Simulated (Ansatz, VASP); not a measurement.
Two plane-wave programs on SnW

```
CELL_PARAMETERS angstrom
0.00000 3.37618 3.37618
3.37618 0.00000 3.37618
3.37618 3.37618 0.00000
ATOMIC_POSITIONS crystal
Sn 0.00000 0.00000 0.00000
Sn 0.25000 0.25000 0.25000
W 0.50000 0.50000 0.50000
W 0.75000 0.75000 0.75000
```

Alike in both runs: functional PBE; k mesh 10 × 10 × 10; occupations gaussian, width 0.02 eV; no spin polarisation.

Ansatz relaxed the structure, and its values are those at the end. VASP's run is a single point on that final structure, the one shown.

|  | VASP | Ansatz |
| --- | --- | --- |
| version | VASP 6.6.1 | Ansatz 0.2.0 |
| potentials or method | VASP PAW PBE potentials, release 64 (Sn_d, W_sv) | scalar-relativistic, plane waves, PAW |
| plane-wave cutoff (eV) | 520 | 420 |
| valence electrons in the cell | 56 | 56 |

|  | VASP | Ansatz | Ansatz less VASP |
| --- | --- | --- | --- |
| gap on the k mesh at the Fermi level (eV) | none | none | - |
| pressure (GPa) | 0.0 | 0.0 | -0.04 |

A gap of «none» marks a metal or a gap that the smearing closes.

The runs have no spin-orbit coupling, so splittings on W are missing.
